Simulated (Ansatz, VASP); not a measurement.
## Sn2TeO in two plane-wave programs

One calculation is typed for both programs; each brings its own data sets. How far apart do they land? The cell is generated by rule, not measured, and may not be a known phase. The cell is taken from a series of runs on this material, whose earlier steps may have relaxed, scaled, displaced or heated it; both programs get it as it stands.

Method: plane waves, with VASP 6.6.1 beside it; PBEsol, in Ansatz 0.2.0.

The structure was built from a prototype and need not be the compound's stable phase.

## (1) The structure

It takes space group Pmc2_1 (No. 26, orthorhombic). Conventional cell: a = 4.249 Å, b = 7.037 Å, c = 7.037 Å, α = 90.00°, β = 90.00°, γ = 90.00°. Sn has 2 O at 2.06 to 2.75 Å and 4 Te at 3.26 to 3.37 Å nearest. Nearest to Sn lie 2 O at 2.02 to 3.14 Å and 4 Te at 3.24 to 3.35 Å. Nearest to O lie 2 Sn at 2.02 to 2.06 Å. Nearest to Te lie 8 Sn at 3.24 to 3.37 Å. Farther neighbours and most contacts between anions are not listed.

Structure file:

```cif
data_structure
_symmetry_space_group_name_H-M 'P 1'
_symmetry_Int_Tables_number 1
_cell_length_a 7.0369
_cell_length_b 7.0369
_cell_length_c 4.2493
_cell_angle_alpha 90.000
_cell_angle_beta 90.000
_cell_angle_gamma 90.000
_cell_volume 210.42
loop_
_atom_site_label
_atom_site_type_symbol
_atom_site_fract_x
_atom_site_fract_y
_atom_site_fract_z
_atom_site_occupancy
Sn1 Sn 0.69999 0.20366 0.50000 1
Sn2 Sn 0.29237 0.79603 0.50000 1
Sn3 Sn 0.19999 0.29634 0.50000 1
Sn4 Sn 0.79237 0.70397 0.50000 1
O5 O 0.47419 0.01764 0.50000 1
O6 O 0.97419 0.48236 0.50000 1
Te7 Te 0.51035 0.49975 0.00000 1
Te8 Te 0.01035 0.00025 0.00000 1
```

## (2) VASP: single point, PBEsol, pair 1

A single point takes one fixed geometry, so differences don't come from the geometry; what else differs is listed under the comparison.

Lines of VASP's logs that name or quote its potential files are left out, and so is its time.

File INCAR:

```
SYSTEM = Sn2TeO
PREC = Accurate
ENCUT = 600
EDIFF = 1E-06
NELM = 120
ISMEAR = 1
SIGMA = 0.2
LREAL = .FALSE.
ALGO = Normal
GGA = PS
NBANDS = 49
LORBIT = 11
LWAVE = .FALSE.
LCHARG = .FALSE.
ISIF = 2
LASPH = .TRUE.
GGA_COMPAT = .FALSE.
KPAR = 2
```

File POSCAR:

```
Sn2TeO
1.0
    7.0369296902      0.0000000000      0.0000000000
    0.0000000000      7.0369296902      0.0000000000
    0.0000000000      0.0000000000      4.2493039298
Sn O Te
4 2 2
Direct
    0.6999886209      0.2036554562      0.5000000000
    0.2923662037      0.7960330390      0.5000000000
    0.1999886209      0.2963445438      0.5000000000
    0.7923662037      0.7039669610      0.5000000000
    0.4741905478      0.0176433285      0.5000000000
    0.9741905478      0.4823566715      0.5000000000
    0.5103486223      0.4997519002      0.0000000000
    0.0103486223      0.0002480998      0.0000000000
```

File KPOINTS:

```
Automatic mesh
0
Gamma
6 6 8
0 0 0
```

PAW data sets: Sn_d, O and Te (PBE family, release 64).

Launch:

```sh
mpirun -np 2 vasp_std
```

Numbers of over 12 decimals in the logs are rounded to 6 here.

The log of the run:

```text
[banner, memory and clock lines left out]
running    2 mpi-ranks, on    1 nodes
 distrk:  each k-point on    1 cores,    2 groups
 distr:  one band on    1 cores,    1 groups

 POSCAR found type information on POSCAR SnO Te
 POSCAR found :  3 types and       8 ions
|                                                                             |
|               ----> ADVICE to this user running VASP <----                  |
|                                                                             |
|     You enforced a specific xc type in the INCAR file but a different       |
|     [... a line on the potential file left out ...]
|     I HOPE YOU KNOW WHAT YOU ARE DOING!                                     |
|                                                                             |

 LDA part: xc-table for (Slater+PW92), standard interpolation
 POSCAR, INCAR and KPOINTS ok, starting setup
 FFT: planning ... GRIDC
 FFT: planning ... GRID_SOFT
 FFT: planning ... GRID
 WAVECAR not read
 entering main loop
       N       E                     dE             d eps       ncg     rms          rms(c)
DAV:   1     0.955956646802E+03    0.95596E+03   -0.39843E+04  8381   0.230E+03
DAV:   2     0.141938287277E+03   -0.81402E+03   -0.78825E+03  7896   0.655E+02
DAV:   3    -0.283599808581E+02   -0.17030E+03   -0.16198E+03  9240   0.228E+02
DAV:   4    -0.429746418402E+02   -0.14615E+02   -0.14350E+02  9114   0.674E+01
DAV:   5    -0.435504813720E+02   -0.57584E+00   -0.57431E+00  9640   0.141E+01    0.137E+01
DAV:   6    -0.387779228609E+02    0.47726E+01   -0.22120E+01 12983   0.370E+01    0.689E+00
DAV:   7    -0.389134853000E+02   -0.13556E+00   -0.44463E+00  8390   0.929E+00    0.442E+00
DAV:   8    -0.389062335755E+02    0.72517E-02   -0.15969E+00 11184   0.608E+00    0.199E+00
DAV:   9    -0.388337825931E+02    0.72451E-01   -0.32569E-01 12044   0.460E+00    0.635E-01
DAV:  10    -0.388392558012E+02   -0.54732E-02   -0.70837E-02  9277   0.151E+00    0.174E-01
DAV:  11    -0.388411556839E+02   -0.18999E-02   -0.12745E-02  9955   0.466E-01    0.231E-01
DAV:  12    -0.388404682041E+02    0.68748E-03   -0.56184E-03 11466   0.423E-01    0.645E-02
DAV:  13    -0.388404851130E+02   -0.16909E-04   -0.81255E-04  9287   0.188E-01    0.567E-02
DAV:  14    -0.388404947031E+02   -0.95900E-05   -0.15699E-04 10308   0.523E-02    0.372E-02
DAV:  15    -0.388404967463E+02   -0.20432E-05   -0.40001E-05  8770   0.400E-02    0.195E-02
DAV:  16    -0.388404975054E+02   -0.75909E-06   -0.10037E-05  9150   0.148E-02    0.207E-02
DAV:  17    -0.388404930082E+02    0.44972E-05   -0.45425E-06  8223   0.131E-02    0.125E-02
DAV:  18    -0.388404915077E+02    0.15005E-05   -0.56433E-06  7627   0.990E-03    0.363E-03
DAV:  19    -0.388404914408E+02    0.66926E-07   -0.32353E-07  4439   0.400E-03
   1 F= -.38840491E+02 E0= -.38840898E+02  d E =0.122057E-02
```

From OUTCAR (step 2):

```text
ion  position               nearest neighbor table
   1  0.700  0.204  0.500-   5 2.06   6 2.75   7 3.26   7 3.26   8 3.37   8 3.37   4 3.58   3 3.58
                             3 3.58   4 3.58
   2  0.292  0.796  0.500-   5 2.02   8 3.24   8 3.24   7 3.35   7 3.35   3 3.58   4 3.58   4 3.58
                             3 3.58
   3  0.200  0.296  0.500-   6 2.06   5 2.75   8 3.26   8 3.26   7 3.37   7 3.37   2 3.58   1 3.58
                             1 3.58   2 3.58
   4  0.792  0.704  0.500-   6 2.02   7 3.24   7 3.24   8 3.35   8 3.35   1 3.58   2 3.58   2 3.58
                             1 3.58
   5  0.474  0.018  0.500-   2 2.02   1 2.06   3 2.75
   6  0.974  0.482  0.500-   4 2.02   3 2.06   1 2.75
   7  0.510  0.500  0.000-   4 3.24   4 3.24   1 3.26   1 3.26   2 3.35   2 3.35   3 3.37   3 3.37

  LATTYP: Found a simple tetragonal cell.
 ALAT       =     7.0369296902
 C/A-ratio  =     0.6038576648

 Subroutine GETGRP returns: Found  4 space group operations
 (whereof  2 operations were pure point group operations)

The static configuration has the point symmetry C_1h.
 The point group associated with its full space group is C_2v.

 Found     80 irreducible k-points:

   k-points           NKPTS =     80   k-points in BZ     NKDIM =     80   number of bands    NBANDS=     49

   dimension x,y,z NGX =    56 NGY =   56 NGZ =   36
   dimension x,y,z NGXF=   112 NGYF=  112 NGZF=   72

   ENCUT  =  600.0 eV  44.10 Ry    6.64 a.u.  14.05 14.05  8.49*2*pi/ulx,y,z

   NELECT =      80.0000    total number of electrons

 k-points in reciprocal lattice and weights: Automatic mesh
   0.00000000  0.00000000  0.00000000       0.003
   0.16666667  0.00000000  0.00000000       0.007
   0.00000000  0.16666667  0.00000000       0.007
   0.33333333  0.00000000  0.00000000       0.007
   0.00000000  0.33333333  0.00000000       0.007
   0.50000000  0.00000000  0.00000000       0.003
   0.00000000  0.50000000  0.00000000       0.003
   0.16666667  0.16666667  0.00000000       0.014
   0.33333333  0.16666667  0.00000000       0.014
[...]
-0.33333333  0.50000000  0.50000000       0.007
   0.50000000  0.50000000  0.50000000       0.003

 average (electrostatic) potential at core
       1-101.0155       2-101.0260       3-101.0155       4-101.0260       5 -69.4112
       6 -69.4112       7 -88.4589       8 -88.4589

 E-fermi :   5.9689

 k-point     1 :       0.0000    0.0000    0.0000
  band No.  band energies     occupation
    ...
     36       3.6692      2.00000
     37       4.0713      2.00000
     38       4.3931      2.00000
     39       5.3613      2.00015
     40       5.9423      1.22349
     41       6.6968     -0.00000
     42       6.8739     -0.00000
     43       7.3320     -0.00000
     44       7.3739     -0.00000
     45       8.4284     -0.00000
    ...

 k-point     2 :       0.1667    0.0000    0.0000
  band No.  band energies     occupation
    ...
     35       3.6121      2.00000
     36       3.6619      2.00000
     37       4.0545      2.00000
     38       4.2939      2.00000
     39       5.2354      2.00000
     40       6.2377     -0.06721
     41       6.4315     -0.00513
     42       7.1253     -0.00000
     43       7.4192     -0.00000
     44       7.5986     -0.00000
    ...

 k-point     3 :       0.0000    0.1667    0.0000
  band No.  band energies     occupation
    ...
     35       3.5200      2.00000
     36       3.7702      2.00000
     37       4.0496      2.00000
     38       4.3007      2.00000
     39       5.2076      2.00000
     40       6.1269      0.02525
     41       6.5830     -0.00013
     42       7.0694     -0.00000
     43       7.3830     -0.00000
     44       7.6339     -0.00000
    ...

  Total        0.2503054     -0.4388885     -0.0831565      0.0000000      0.0000000      0.0000000
  in kB        1.9058845     -3.3418006     -0.6331735      0.0000000      0.0000000      0.0000000
  external PRESSURE =      -0.6896965 kB  Pullay stress =       0.0000000 kB

  energy-cutoff  :      600.00
  volume of cell :      210.42
      direct lattice vectors                 reciprocal lattice vectors
     7.036929690  0.000000000  0.000000000     0.142107431  0.000000000  0.000000000
     0.000000000  7.036929690  0.000000000     0.000000000  0.142107431  0.000000000
     0.000000000  0.000000000  4.249303930     0.000000000  0.000000000  0.235332661

 POSITION                                       TOTAL-FORCE (eV/Angst)
 -----------------------------------------------------------------------------------
      4.92577      1.43311      2.12465         0.014642      0.008990      0.000000
      2.05736      5.60163      2.12465        -0.031864      0.000329      0.000000
      1.40731      2.08536      2.12465         0.014642     -0.008990      0.000000
      5.57583      4.95377      2.12465        -0.031864     -0.000329      0.000000
      3.33685      0.12415      2.12465        -0.009817      0.000560      0.000000
      6.85531      3.39431      2.12465        -0.009817     -0.000560      0.000000
      3.59129      3.51672      0.00000         0.027038     -0.001278      0.000000
      0.07282      0.00175      0.00000         0.027038      0.001278      0.000000
 -----------------------------------------------------------------------------------
    total drift:                               -0.000061      0.000000     -0.000001

  FREE ENERGIE OF THE ION-ELECTRON SYSTEM (eV)
  ---------------------------------------------------
  free  energy   TOTEN  =       -38.8404914408 eV

  energy  without entropy=      -38.8417120113  energy(sigma->0) =      -38.84089830

 total charge
# of ion       s       p       d       tot
------------------------------------------
    1        1.353   0.713  10.036  12.102
    2        1.332   0.775  10.037  12.145
    3        1.353   0.713  10.036  12.102
    4        1.332   0.775  10.037  12.145
    5        1.570   3.388   0.000   4.958
    6        1.570   3.388   0.000   4.958
    7        1.394   1.930   0.027   3.351
    8        1.394   1.930   0.027   3.351
--------------------------------------------------
tot         11.299  13.612  40.201  65.112

[... 3 further parts left out ...]
```

The run ends at a pressure of -0.07 GPa, with forces up to 0.032 eV/Å.

## (3) Ansatz: single point, PBEsol, pair 1

Ansatz runs on its default PAW (the set named soft_2) files.

The same cell, functional, mesh and smearing now go to Ansatz, which takes its cutoff from its data sets.

File input.yaml:

```yaml
crystal:
  lattice:
    - [7.0369296902, 0.0, 0.0]
    - [0.0, 7.0369296902, 0.0]
    - [0.0, 0.0, 4.2493039298]
  atoms:
    - { symbol: Sn, position: [0.6999886209, 0.2036554562, 0.5] }
    - { symbol: Sn, position: [0.2923662037, 0.796033039, 0.5] }
    - { symbol: Sn, position: [0.1999886209, 0.2963445438, 0.5] }
    - { symbol: Sn, position: [0.7923662037, 0.703966961, 0.5] }
    - { symbol: O, position: [0.4741905478, 0.0176433285, 0.5] }
    - { symbol: O, position: [-0.0258094522, 0.4823566715, 0.5] }
    - { symbol: Te, position: [0.5103486223, 0.4997519002, 0.0] }
    - { symbol: Te, position: [0.0103486223, 0.0002480998, 0.0] }
kpoints:
  mp_grid: { grid: [6, 6, 8] }
hamiltonian:
  xc: pbesol
scf:
  occupations: { method: methfessel_paxton, width: 0.2 }
output:
  forces: true
  stress: true
  eigenvalues: true
```

Launch:

```sh
ansatz run input.yaml --threads 4 --pin off --max-ram 14336MiB --backend cpu --events-out ev --progress --plain --runs-dir out
```

The log of the run:

```text
Engine: ansatz 0.2.0, aarch64-unknown-linux-gnu
Pseudopotentials: kind: paw
Pseudopotential: Sn, paw, valence charge 14, recommended cutoff 420 eV (normal), Sn.paw.azcp
Pseudopotential: O, paw, valence charge 6, recommended cutoff 420 eV (normal), O.paw.azcp
Pseudopotential: Te, paw, valence charge 16, recommended cutoff 420 eV (normal), Te.paw.azcp
Functional definition: PBEsol
  exchange = pbesol_x
  correlation = pbesol_c
Crystal: 8 atoms, lattice volume = 210.419 Å³
Basis set: ecut = 420 eV, 4083 PW (Γ), exchange–correlation on 96×96×60 points (8 copies of the dense FFT grid, shifted against one another)
Bands: 60, of which v1, the nominal top of the filled ones, is band 50 counted from 1 (49 counted from 0)
Symmetry: 4 space group operations
Space group: Pmc21 (ITA 26), of the structure as read, at distance tolerance 5.9e-5 Å
k-points: 80 of 288 (time reversal used)
Non-local potential: Sn, projectors of the file, l = 0: 2, l = 1: 2, l = 2: 2, l = 3: 2
Non-local potential: O, projectors of the file, l = 0: 2, l = 1: 2, l = 2: 1
Non-local potential: Te, projectors of the file, l = 0: 2, l = 1: 2, l = 2: 2, l = 3: 2
PAW form: soft (Blöchl's): semilocal exchange-correlation on the pseudo side does not see the compensation charge
PAW frozen core: Sn, regenerated for the run's functional, and the local potential with it (the file was generated under x = pbe(κ = 0.804, μ = 0.219515), c = pbe(β = 0.066725))
PAW frozen core: O, regenerated for the run's functional, and the local potential with it (the file was generated under x = pbe(κ = 0.804, μ = 0.219515), c = pbe(β = 0.066725))
PAW frozen core: Te, regenerated for the run's functional, and the local potential with it (the file was generated under x = pbe(κ = 0.804, μ = 0.219515), c = pbe(β = 0.066725))
PAW one-centre angular grid: Sn, 590 points (default); XC on 64 Gauss nodes
PAW one-centre angular grid: O, 110 points (default); XC on 64 Gauss nodes
PAW one-centre angular grid: Te, 590 points (default); XC on 64 Gauss nodes
Initial density: superposition of atomic densities (neutral atoms: chi_scale 0, normalization atom), corrected by the library's trained network
Initial wavefunctions: pseudopotential atomic-orbital guess
Functional: x = pbesol(κ = 0.804, μ = 0.123457), c = pbesol(β = 0.046)
SCF iter   1: F=—  HF=-38723.111112 eV  |F-HF|=—  |Δ(HF+E_count)|=         —  Δρ=1.07e-2  dr2=2.52e-1  ethr=1.77e-3  ⟨swp⟩=7.0  Hψ=20169  notcnv=0
preconditioner: auto → LDOS  [metal: Δε(μ)=0.021 eV  Ē_g=16.408 eV  σ=0.200 eV  W_gap=0.09  n_scr=46 (ndim 8)  ℏωp=22.9 eV  f_vac=0.064  D(μ)=0.99/eV (n_scr^D=4)  β→1.0]
SCF iter   2: F=—  HF=-38723.406151 eV  |F-HF|=—  |Δ(HF+E_count)|=   2.95e-1  S|Δr|=    0.00e0  Δρ=2.78e-2  dr2=1.64e0  ethr=2.52e-4  ⟨swp⟩=2.7  Hψ=9398  notcnv=0  defer=250  recentre
SCF iter   3: F=—  HF=-38723.064220 eV  |F-HF|=—  |Δ(HF+E_count)|=   3.42e-1  S|Δr|=    0.00e0  Δρ=8.45e-4  dr2=1.04e-3  ethr=2.52e-4  ⟨swp⟩=2.8  Hψ=8285  notcnv=0  defer=219
SCF iter   4: F=—  HF=-38723.064221 eV  |F-HF|=—  |Δ(HF+E_count)|=   1.80e-7  S|Δr|=    0.00e0  Δρ=1.71e-4  dr2=8.39e-5  ethr=1.04e-6  ⟨swp⟩=2.7  Hψ=8023  notcnv=0  defer=2
SCF iter   5: F=—  HF=-38723.064223 eV  |F-HF|=—  |Δ(HF+E_count)|=   2.70e-6  S|Δr|=    0.00e0  Δρ=5.75e-5  dr2=5.92e-6  ethr=8.39e-8  ⟨swp⟩=2.0  Hψ=6002  notcnv=0  defer=2
SCF iter   6: F=—  HF=-38723.064227 eV  |F-HF|=—  |Δ(HF+E_count)|=   3.16e-6  S|Δr|=    0.00e0  Δρ=1.49e-5  dr2=4.56e-7  ethr=5.92e-9  ⟨swp⟩=2.0  Hψ=8499  notcnv=0  defer=2
SCF iter   7: F=-38723.064227 eV  HF=-38723.064227 eV  |F-HF|=1.68e-8  |Δ(HF+E_count)|=   2.89e-7  S|Δr|=    0.00e0  Δρ=3.74e-6  dr2=5.06e-8  ethr=1.00e-10  ⟨swp⟩=11.7  Hψ=23668  notcnv=0
SCF 1 converged in 7 iterations: F = -38723.064227 eV  dr2 = 5.06e-8
  greatest PAW one-centre occupation: 0.998 electrons in one spin orbital (limit 2), on the Te atom at site 7 (counted from 0), in its partial waves of l = 2
SCF converged after 7 iterations
Stability not checked: this state was not tested for a lower state beside it, because cold or Methfessel-Paxton smearing, or corrected tetrahedra, fill the levels in a way that the test cannot read (fill_not_monotonic; see scf.lower_state_search)
Free energy (F): -38723.064227 eV
Harris-Foulkes:  -38723.064227 eV  (|F-HF|=1.68e-8)
Internal energy: -38723.065372 eV  (E = F + TS)
E sigma→0 (E₀):  -38723.064513 eV
Entropy (-TS):   0.001145 eV (0.143 meV/atom)
Fermi energy:    8.533244 eV
Step filling:    the computed levels leave a gap of 0.0235 eV = 0.1 smearing widths at the electron count; against every level under it full and every level over it empty, smearing changes F+E_penalty+E_count by -1.612 meV and its σ→0 estimate by -1.899 meV
--- Per-component energies (eV) ---
  E_band       = -998.230055
  E_kinetic    = 1452.342377
  E_local      = -7376.910313  (includes V_loc(G=0)·N_el)
  E_nonlocal   = -641.990296
  E_hartree    = 4292.447015
  E_xc         = -1910.359787
  E_vxc        = -782.817872  (∫ρ·V_xc dr)
  E_paw        = -25724.181144  (= ΣΔE_a)
  E_vpaw       = -2233.748357  (= ΣTr[D̂ρ^β])
  E_aug_tail   = 0.004385  (compensation charges beyond the density's cutoff)
  E_ewald      = -8816.377174
  E_core_change = 1.959565  (= ΣΔE_core)
  E_smearing   = 0.001145  (= −TS)
  E_closure    = 0.000000  (closes the sum)
  Σ components = -38723.064227   (vs F -38723.064227, Δ=0.00e0)
--- Forces (eV/Å), atoms counted from 1 ---
  atom   1  Sn    -0.02022734    -0.01815509     0.00000000
  atom   2  Sn    -0.00021684     0.04258645     0.00000000
  atom   3  Sn    -0.02022734     0.01815509     0.00000000
  atom   4  Sn    -0.00021684    -0.04258645     0.00000000
  atom   5  O     -0.00930214    -0.00854531     0.00000000
  atom   6  O     -0.00930214     0.00854531     0.00000000
  atom   7  Te     0.02973556    -0.00127372     0.00000000
  atom   8  Te     0.02973556     0.00127372     0.00000000
  max |Σ_I F_I| component: 2.15e-5 eV/Å
--- Stress (GPa, compression-positive) ---
        0.097699       0.000000       0.000000
        0.000000      -0.435645       0.000000
        0.000000       0.000000      -0.007079
  P = ⅓ Tr σ = -0.1150 GPa (-1.150 kbar)
--- Band table (eV; the first three rows and the last of 80) ---
  k-point 0: bands = [... 46 lower, 6.6312, 6.9529, 7.9225, 8.5057, 9.2530, 9.4324, 9.9009, 9.9424, ... 6 higher]
  k-point 1: bands = [... 46 lower, 6.2285, 6.7908, 8.1213, 8.2160, 8.8253, 9.3830, 10.8649, 10.9227, ... 6 higher]
  k-point 2: bands = [... 46 lower, 6.2108, 7.1680, 7.2418, 7.2587, 9.1623, 9.8338, 10.4739, 10.5472, ... 6 higher]
  k-point 79: bands = [... 46 lower, 6.5625, 6.5625, 7.6003, 7.6003, 8.3347, 8.3347, 8.4144, 8.4144, ... 6 higher]
```

Reading the cycles: dr2 is the Hartree energy of the density residual (eV), the measure of convergence; HF is the Harris–Foulkes estimate of the energy, which meets the free energy F at convergence.

The run ends at a pressure of -0.12 GPa, with forces up to 0.043 eV/Å.

## (4) Side by side

Known differences besides the potentials themselves: the data sets hold 100 valence electrons in Ansatz (on its default PAW (the set named soft_2) files) and 80 in VASP; the cutoff is 420 eV in Ansatz and 600 eV in VASP; Ansatz makes its cores anew for this functional, VASP keeps those of its PBE data sets. Total energies have different zeros and are not compared.

Both answers:

```csv
quantity,Ansatz,VASP,difference
pressure (GPa),-0.12,-0.07,-0.05
```

The largest component of a force difference here is 42 meV/Å.

## (5) Further runs

Further runs change the set-up of one program: Ansatz's method, potentials or start, or VASP's data sets, cutoff or form of LDA. The table gives Ansatz less VASP for each quantity, since a change that brings one quantity closer may part another.

```csv
run,r.m.s. force difference (meV/Å),pressure (GPa)
as above,20,-0.046
"VASP with the data sets Sn_sv_GW, O and Te",5.5,0.40
```

[end of part 1 of 2]

[Lines on the potential files, build, host, timing and source positions are cut from VASP's logs without a mark.]

[Logs are printed without paths, hosts, clocks, repeated set-up lines and the standing remarks that a program may print on its own settings, such as how far it seeks lower states.]

[Hosts, paths, dates, database ids (printed as entryN), source tags and the programs' standing remarks are cut or masked in the printed files.]
